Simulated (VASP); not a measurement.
Here is the system:

```
AlN
1.0
    0.00000     2.18213     2.18213
    2.18213     0.00000     2.18213
    2.18213     2.18213     0.00000
Al N
1 1
Direct
  0.00000   0.00000   0.00000
  0.25000   0.25000   0.25000
```

Computed with PBE GGA, VASP's PBE PAW potentials (set 64) (plane waves; VASP). Numerical set-up: 620 eV cut-off, 10×10×10 Γ-centred mesh, Gaussian smearing of 0.050 eV, potentials Al N.

Estimate the energy per atom (σ→0), pressure, band gap (on the k-mesh) with the smallest direct gap where there is one.

| Property | Result |
|---|---|
| band gap (on the k-mesh) | 3.32 eV |
| smallest direct gap (on the k-mesh) | 4.22 eV |
| energy per atom (σ→0) | -7.421 eV/atom |
| pressure | 4.99 GPa |

The compound is AlN in the zinc blende structure, a metastable form; wurtzite is the usual one. It was relaxed first under an external pressure of 5 GPa.
